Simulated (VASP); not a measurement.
OSZICAR of a VASP run on PW (space group Pnma):

**OSZICAR**
```
       N       E                     dE             d eps       ncg     rms          rms(c)
DAV:   1     0.693407450534E+03    0.69341E+03   -0.32009E+04  1552   0.125E+03
DAV:   2    -0.438440465578E+02   -0.73725E+03   -0.72192E+03  1618   0.432E+02
DAV:   3    -0.867496028536E+02   -0.42906E+02   -0.41750E+02  1759   0.102E+02
DAV:   4    -0.879630632258E+02   -0.12135E+01   -0.11959E+01  1736   0.161E+01
DAV:   5    -0.879909442315E+02   -0.27881E-01   -0.27618E-01  1771   0.229E+00    0.485E+01
DAV:   6    -0.847617833656E+02    0.32292E+01   -0.14511E+01  1801   0.178E+01    0.182E+01
DAV:   7    -0.844404420748E+02    0.32134E+00   -0.10116E+00  1656   0.446E+00    0.597E+00
DAV:   8    -0.844002970256E+02    0.40145E-01   -0.12975E-01  1756   0.174E+00    0.652E-01
DAV:   9    -0.843969301481E+02    0.33669E-02   -0.88598E-03  1760   0.502E-01    0.363E-01
DAV:  10    -0.843962786207E+02    0.65153E-03   -0.23504E-03  1700   0.278E-01    0.129E-01
DAV:  11    -0.843962723894E+02    0.62314E-05   -0.13239E-04  1832   0.606E-02    0.618E-02
DAV:  12    -0.843962719166E+02    0.47272E-06   -0.18618E-05  1603   0.209E-02    0.103E-02
DAV:  13    -0.843962716995E+02    0.21717E-06   -0.14605E-06  1016   0.689E-03
   1 F= -.84396272E+02 E0= -.84384408E+02  d E =-.237268E-01
```

Task: Which electronic solver shows in the log?

Result: It is blocked Davidson (ALGO = Normal, or the opening steps of other solvers). The INCAR had ALGO = Normal.

Task: Can the final energy be trusted as converged?

Result: Self-consistency was reached. It stopped with EDIFF = 1E-6, NELM = 100 (LDA (Ceperley-Alder, Perdew-Zunger), plane waves, VASP's LDA PAW potentials (set 64)).

The structure comes from a computed database's PW entry (Pnma); how it stands against other phases isn't given here. The cell was not relaxed at this level. The k-mesh is coarse (spacing up to 0.36 per Å, 2π included), so the numbers may not be converged in it. The run is one of a series of settings (GGA removed, POTCAR P W_sv (LDA.64 set) against the base run), some of them coarse on purpose.
